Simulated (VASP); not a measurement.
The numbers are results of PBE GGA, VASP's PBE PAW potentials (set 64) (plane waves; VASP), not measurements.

The input files of a VASP run:

KPOINTS:
```
Automatic mesh
0
Gamma
9 9 9
0 0 0
```

### POSCAR
```
AuAl2
1
    0.0000000000     3.0279176444     3.0279176444
    3.0279176444     0.0000000000     3.0279176444
    3.0279176444     3.0279176444     0.0000000000
Al Au
2 1
Direct
  0.2500000000   0.2500000000   0.2500000000
  0.7500000000   0.7500000000   0.7500000000
  0.0000000000   0.0000000000   0.0000000000
```

### INCAR
```
ALGO=Normal   ! blocked Davidson
ENCUT=500
IBRION=2   ! conjugate gradients
LREAL=.FALSE.
EDIFFG=-0.02
LWAVE=.FALSE.
SYSTEM=AuAl2
NSW=40
LCHARG=.FALSE.
ISIF=3   ! ions, shape and volume
ISMEAR=1
PREC=Accurate
EDIFF=1E-6   ! SCF stop (eV)
PSTRESS=50
NELM=100   ! most electronic steps
SIGMA=0.1   ! width (eV)
LMAXMIX=6   ! l cut-off of mixed one-centre charges
GGA=PE   ! PBE
LASPH=.TRUE.   ! aspherical one-centre terms
```

POTCAR, in this order: Al Au (PBE.64 set). Program: vasp_std.

Energy and stress use the plane-wave basis of the starting cell. Unless said otherwise, spin-orbit coupling is left out, though it shifts the bands of the heavy elements here.

**Question.** Estimate the energy per atom (σ→0), volume per atom, band gap (on the k-mesh).

**Answer.** 
- energy per atom (σ→0): -3.994 eV/atom
- band gap (on the k-mesh): none (metal, semimetal or under 0.01 eV)
- volume per atom: 17.74 Å^3/atom

OSZICAR:
```
...
DAV:   1    -0.122896127252E+02   -0.41528E+00   -0.45272E+00   936   0.246E+01    0.397E+00
DAV:   2    -0.119891193633E+02    0.30049E+00   -0.11554E+00   928   0.132E+01    0.134E+00
DAV:   3    -0.119850929212E+02    0.40264E-02   -0.22355E-02   900   0.139E+00    0.817E-01
DAV:   4    -0.119824231831E+02    0.26697E-02   -0.76223E-03   876   0.530E-01    0.858E-02
DAV:   5    -0.119822975215E+02    0.12566E-03   -0.86556E-04   928   0.347E-01    0.663E-02
DAV:   6    -0.119822897865E+02    0.77350E-05   -0.60100E-05   940   0.908E-02    0.182E-02
DAV:   7    -0.119822902316E+02   -0.44516E-06   -0.19853E-06   684   0.163E-02
   3 F= -.10321668E+02 E0= -.10321435E+02  d E =-.377890E-01
```

The compound is AuAl2 in the fluorite structure. This run relaxes it under an external pressure of 5 GPa. Symmetry was kept, so distortions that lower it aren't found. The electron count is odd and the run is not spin-polarised, which forces a metal.
